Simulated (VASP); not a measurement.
```
CELL_PARAMETERS angstrom
      4.09051     0.00000     0.00000
      0.00000     4.09051     0.00000
      0.00000     0.00000     4.09051
ATOMIC_POSITIONS crystal
  Cs 0.00000 0.00000 0.00000
  Cl 0.50000 0.50000 0.50000
```

The numbers are results of optB86b-vdW, VASP's PBE PAW potentials (set 64) (plane waves; VASP), not measurements. Numerical set-up: 520 eV cut-off, Gaussian smearing of 0.050 eV, potentials Cs_sv Cl.

Unless said otherwise, spin-orbit coupling is left out, though it shifts the bands of the heavy elements here.

Question: Give the energies of bands 3 to 11 at the high-symmetry points, in eV from the valence-band maximum.

Answer: 
```tsv
band	Γ	X	M	R
3	-5.83	-6.38	-6.65	-6.39
4	-5.83	-5.67	-6.65	-6.39
5	-5.83	-5.67	-5.57	-6.39
6	0.00	-1.23	-0.43	-1.17
7	0.00	-0.26	-0.43	-1.17
8	0.00	-0.26	-0.07	-1.17
9	5.33	6.38	5.93	8.59
10	5.33	7.70	6.02	8.59
11	5.33	9.03	7.98	8.59
```

The gap is direct, 5.33 eV, from the valence maximum at Γ to the conduction minimum at Γ.

Measured: gap 8.35 eV at 80 K (computed value off by -3.02 eV), as given by Wikipedia, Caesium chloride.

The compound is CsCl in the CsCl type structure. It was relaxed first.
